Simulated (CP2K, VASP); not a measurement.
An input for CP2K (LDA (Pade form), GPW, DZVP-MOLOPT-SR-GTH basis, GTH-PADE potentials (GTH_POTENTIALS)):

```
&GLOBAL
  PROJECT calc
  RUN_TYPE ENERGY_FORCE
  PRINT_LEVEL MEDIUM
&END GLOBAL
&FORCE_EVAL
  METHOD Quickstep
  STRESS_TENSOR ANALYTICAL
  &DFT
    BASIS_SET_FILE_NAME BASIS_MOLOPT
    POTENTIAL_FILE_NAME GTH_POTENTIALS
    &QS
      METHOD GPW
      EPS_DEFAULT 1E-10
    &END QS
    &MGRID
      CUTOFF 500
      REL_CUTOFF 60
      NGRIDS 5
    &END MGRID
    &SCF
      SCF_GUESS ATOMIC
      EPS_SCF 1E-6
      MAX_SCF 100
      ADDED_MOS 5
      &DIAGONALIZATION
        ALGORITHM STANDARD
      &END DIAGONALIZATION
      &MIXING
        METHOD BROYDEN_MIXING
        ALPHA 0.3
        NBUFFER 8
        BETA 1.5
      &END MIXING
      &SMEAR ON
        METHOD FERMI_DIRAC
        ELECTRONIC_TEMPERATURE [K] 580.23
      &END SMEAR
    &END SCF
    &KPOINTS
      SCHEME MONKHORST-PACK 4 4 4
      GAMMA_CENTERED T
    &END KPOINTS
    &XC
      &XC_FUNCTIONAL PADE
      &END XC_FUNCTIONAL
    &END XC
    &PRINT
      &MO
        EIGENVALUES T
        OCCUPATION_NUMBERS T
        NDIGITS 8
        FILENAME mo
        &EACH
          QS_SCF 0
        &END EACH
        ADD_LAST NUMERIC
      &END MO
      &MULLIKEN ON
      &END MULLIKEN
    &END PRINT
  &END DFT
  &SUBSYS
    &CELL
      ABC 4.93560500 4.93560584 4.93560573
      ALPHA_BETA_GAMMA 59.99999469 59.99999821 59.99999896
      PERIODIC XYZ
    &END CELL
    &COORD
      SCALED
      Sr      -0.00270500    -0.00892100     0.00238400
      Cl       0.24108700     0.25738200     0.24814600
      Cl       0.76161800     0.75153900     0.74947000
    &END COORD
    &KIND Sr
      BASIS_SET DZVP-MOLOPT-SR-GTH
      POTENTIAL GTH-PADE-q10
    &END KIND
    &KIND Cl
      BASIS_SET DZVP-MOLOPT-SR-GTH
      POTENTIAL GTH-PADE-q7
    &END KIND
  &END SUBSYS
  &PRINT
    &FORCES ON
    &END FORCES
    &STRESS_TENSOR ON
    &END STRESS_TENSOR
  &END PRINT
&END FORCE_EVAL
```

**Question.** Write the VASP files for the same calculation.

**Answer.** One set of files that does it:

### INCAR
```
SYSTEM  =  SrCl2
PREC  =  Accurate; ENCUT  =  300; LREAL  =  .FALSE.
LASPH  =  .TRUE.
EDIFF  =  1E-6; NELM  =  100; ALGO  =  Normal
LMAXMIX  =  4
ISMEAR  =  -1; SIGMA  =  0.05
ISIF  =  2
LWAVE  =  .FALSE.; LCHARG  =  .FALSE.
```

### KPOINTS
```
Automatic mesh
0
Gamma
4 4 4
0 0 0
```

File POSCAR:
```
SrCl2
1
    0.0000000000     3.4900000000     3.4900000000
    3.4900000000     0.0000000000     3.4900000000
    3.4900000000     3.4900000000     0.0000000000
Sr Cl
1 2
Direct
 -0.0027050000  -0.0089210000   0.0023840000
  0.2410870000   0.2573820000   0.2481460000
  0.7616180000   0.7515390000   0.7494700000
```

POTCAR, in this order: Sr_sv Cl (LDA.64 set). Program: vasp_std.

Both are inputs of real runs that ended normally. What can't carry over is the choice of potentials or basis and its cut-off, and each code's defaults.

VASP's LDA is the Perdew-Zunger fit; the other code's may be Perdew-Wang, which differs slightly.

The structure is a typed SrCl2 crystal. The cell was not relaxed at this level, atoms are displaced from their ideal sites, and it may have been scaled.
